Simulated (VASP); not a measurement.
Output of a VASP run:

**OUTCAR**
```
 ion  position               nearest neighbor table
   1  0.000  0.000  0.000-   4 3.20   4 3.20   4 3.20   5 3.20   4 3.20   5 3.20   5 3.20   5 3.20
  LATTYP: Found a body centered tetragonal cell.
 ALAT       =     3.5737960000
 C/A-ratio  =     3.4688935798
 Subroutine PRICEL returns:
 Original cell was already a primitive cell.
 Subroutine GETGRP returns: Found 16 space group operations
The static configuration has the point symmetry D_4h.
The dynamic configuration has the point symmetry D_4h.
 Subroutine INISYM returns: Found 16 space group operations
 Subroutine IBZKPT returns following result:
 Found     40 irreducible k-points:

 Following reciprocal coordinates:
            Coordinates               Weight
  0.000000  0.000000  0.000000      1.000000
  0.142857  0.000000 -0.000000      8.000000
  0.285714  0.000000  0.000000      8.000000
  0.428571 -0.000000  0.000000      8.000000
  0.142857  0.142857 -0.000000      8.000000
  0.285714  0.142857 -0.000000     16.000000
  0.428571  0.142857  0.000000     16.000000
 -0.428571  0.142857 -0.000000     16.000000
 -0.285714  0.142857 -0.000000     16.000000
 -0.142857  0.142857  0.000000      4.000000
  0.285714  0.285714  0.000000      8.000000
  0.428571  0.285714  0.000000     16.000000
 -0.428571  0.285714  0.000000     16.000000
 -0.285714  0.285714  0.000000      4.000000
  0.428571  0.428571  0.000000      8.000000
 -0.428571  0.428571  0.000000      4.000000
  0.142857  0.142857  0.142857      8.000000
  0.285714  0.142857  0.142857     16.000000
 -0.142857  0.142857  0.142857      4.000000
  0.285714  0.285714  0.142857      8.000000
  0.428571  0.285714  0.142857      8.000000
 -0.285714  0.285714  0.142857      8.000000
 -0.142857  0.285714  0.142857      8.000000
 -0.428571  0.428571  0.142857      8.000000
 -0.285714  0.428571  0.142857     16.000000
 -0.142857  0.428571  0.142857      8.000000
 -0.428571 -0.428571  0.142857      8.000000
 -0.285714 -0.428571  0.142857     16.000000
 -0.142857 -0.428571  0.142857      8.000000
 -0.285714 -0.285714  0.142857      8.000000
 -0.142857 -0.285714  0.142857      8.000000
 -0.142857 -0.142857  0.142857      2.000000
 -0.285714  0.285714  0.285714      4.000000
 -0.428571  0.428571  0.285714      8.000000
 -0.285714  0.428571  0.285714      8.000000
 -0.428571 -0.428571  0.285714      8.000000
 -0.285714 -0.428571  0.285714      8.000000
 -0.285714 -0.285714  0.285714      2.000000
 -0.428571  0.428571  0.428571      4.000000
 -0.428571 -0.428571  0.428571      2.000000
   k-points           NKPTS =     40   k-points in BZ     NKDIM =     40   number of bands    NBANDS=     22
   number of dos      NEDOS =    301   number of ions     NIONS =      5
   total plane-waves  NPLWV =  64000
   dimension x,y,z NGX =    40 NGY =   40 NGZ =   40
   dimension x,y,z NGXF=    80 NGYF=   80 NGZF=   80
   ions per type =               1   2   2
   PREC   = accura    normal or accurate (medium, high low for compatibility)
   ISTART =      0    job   : 0-new  1-cont  2-samecut
   ICHARG =      2    charge: 1-file 2-atom 10-const
   ISPIN  =      1    spin polarized calculation?
   LNONCOLLINEAR =      F non collinear calculations
   LSORBIT =      F    spin-orbit coupling
   INIWAV =      1    electr: 0-lowe 1-rand  2-diag
   ENCUT  =  300.0 eV  22.05 Ry    4.70 a.u.   9.45  9.45  9.45*2*pi/ulx,y,z
   NELM   =    100;   NELMIN=  2; NELMDL= -5     # of ELM steps
   EDIFF  = 0.1E-05   stopping-criterion for ELM
   LREAL  =      F    real-space projection
   NLSPLINE    = F    spline interpolate recip. space projectors
   LMAXMIX     =    4 max onsite mixed and CHGCAR
   VOSKOWN=      0    Vosko Wilk Nusair interpolation
   EDIFFG = 0.1E-04   stopping-criterion for IOM
   NSW    =      0    number of steps for IOM
   NBLOCK =      1;   KBLOCK =      1    inner block; outer block
   IBRION =     -1    ionic relax: 0-MD 1-quasi-New 2-CG
...
```

File OSZICAR:
```
       N       E                     dE             d eps       ncg     rms          rms(c)
DAV:   1     0.267034997239E+03    0.26703E+03   -0.11685E+04  1760   0.115E+03
DAV:   2    -0.438475640552E+01   -0.27142E+03   -0.26563E+03  1760   0.364E+02
DAV:   3    -0.346585014599E+02   -0.30274E+02   -0.29805E+02  2396   0.127E+02
DAV:   4    -0.360513052716E+02   -0.13928E+01   -0.13844E+01  2760   0.307E+01
DAV:   5    -0.361234700715E+02   -0.72165E-01   -0.72129E-01  2692   0.492E+00    0.242E+01
DAV:   6    -0.366109993198E+02   -0.48753E+00   -0.44279E+01  2672   0.859E+01    0.172E+01
DAV:   7    -0.338559071903E+02    0.27551E+01   -0.24318E+01  2582   0.752E+01    0.919E+00
DAV:   8    -0.336525932590E+02    0.20331E+00   -0.17837E+00  2518   0.123E+01    0.280E+00
DAV:   9    -0.335880857246E+02    0.64508E-01   -0.25864E-01  2848   0.601E+00    0.981E-01
DAV:  10    -0.335861218494E+02    0.19639E-02   -0.32497E-02  2750   0.121E+00    0.250E-01
DAV:  11    -0.335860907396E+02    0.31110E-04   -0.18119E-03  2522   0.393E-01    0.126E-01
DAV:  12    -0.335859911609E+02    0.99579E-04   -0.47267E-04  2744   0.237E-01    0.413E-02
DAV:  13    -0.335859962174E+02   -0.50565E-05   -0.79080E-05  2026   0.554E-02    0.302E-02
DAV:  14    -0.335859940893E+02    0.21281E-05   -0.56161E-06  2344   0.204E-02    0.192E-02
DAV:  15    -0.335859935299E+02    0.55939E-06   -0.61709E-06  2334   0.175E-02
   1 F= -.33585994E+02 E0= -.33528416E+02  d E =-.115155E+00
```

File OUTCAR:
```
------------------------ aborting loop because EDIFF is reached ----------------------------------------
  FORCE on cell =-STRESS in cart. coord.  units (eV):
  Direction    XX          YY          ZZ          XY          YZ          ZX
  --------------------------------------------------------------------------------------
  Total        1.3948179      1.3948179      0.7761323      0.0000000      0.0000000      0.0000000
  in kB       28.2278527     28.2278527     15.7071023      0.0000000      0.0000000      0.0000000
  external PRESSURE =      24.0542692 kB  Pullay stress =       0.0000000 kB
  volume of cell :       79.17
      direct lattice vectors                 reciprocal lattice vectors
    -1.786898000  1.786898000  6.198559000     0.000000000  0.279814517  0.080663909
     1.786898000 -1.786898000  6.198559000     0.279814517  0.000000000  0.080663909
     1.786898000  1.786898000 -6.198559000     0.279814517  0.279814517  0.000000000
 POSITION                                       TOTAL-FORCE (eV/Angst)
 -----------------------------------------------------------------------------------
      0.00000      0.00000      0.00000        -0.000000     -0.000000      0.000000
     -0.00000      1.78690      3.09928        -0.000000     -0.000000      0.000000
      1.78690     -0.00000      3.09928        -0.000000     -0.000000      0.000000
      0.00000      0.00000      8.15408        -0.000000     -0.000000     -0.628637
      0.00000      0.00000      4.24304         0.000000      0.000000      0.628637
 -----------------------------------------------------------------------------------
    total drift:                               -0.000000     -0.000000     -0.000000
  FREE ENERGIE OF THE ION-ELECTRON SYSTEM (eV)
  ---------------------------------------------------
  free  energy   TOTEN  =       -33.5859935299 eV

  energy  without entropy=      -33.4708387002  energy(sigma->0) =      -33.52841612
```
(Selected blocks of OUTCAR.)

### POSCAR
```
K(FeS)2
1
   -1.7868980000     1.7868980000     6.1985590000
    1.7868980000    -1.7868980000     6.1985590000
    1.7868980000     1.7868980000    -6.1985590000
K Fe S
1 2 2
Direct
  0.0000000000   0.0000000000   0.0000000000
  0.7500000000   0.2500000000   0.5000000000
  0.2500000000   0.7500000000   0.5000000000
  0.6577400000   0.6577400000   0.0000000000
  0.3422600000   0.3422600000   0.0000000000
```

### Question
Write an INCAR and KPOINTS that could have produced this output.

### Answer
One answer among several that fit: the input of the run itself, LDA (Ceperley-Alder, Perdew-Zunger), plane waves, VASP's LDA PAW potentials (set 64).

KPOINTS:
```
Automatic mesh
0
Gamma
7 7 7
0 0 0
```

**INCAR**
```
ALGO  =  Normal
EDIFF  =  1E-6
ENCUT  =  300
ISIF  =  2
ISMEAR  =  -1
LASPH  =  .True.
LCHARG  =  .False.
LMAXMIX  =  4
LREAL  =  .False.
LWAVE  =  .False.
NELM  =  100
PREC  =  Accurate
SIGMA  =  0.136
SYSTEM  =  K(FeS)2
```

POTCAR, in this order: K_sv Fe S (LDA.64 set). Program: vasp_std.

At this cut-off the stress carries a Pulay error, which pulls relaxed volumes low.

The structure comes from a computed database's Fe2KS2 entry; how it stands against other phases isn't given here. The cell was not relaxed at this level, and its volume differs by -5.9 % from the start's. The k-mesh is coarse (spacing up to 0.36 per Å, 2π included), so the numbers may not be converged in it. The run is not spin-polarised, so no magnetic state was tried. The electron count is odd and the run is not spin-polarised, which forces a metal.
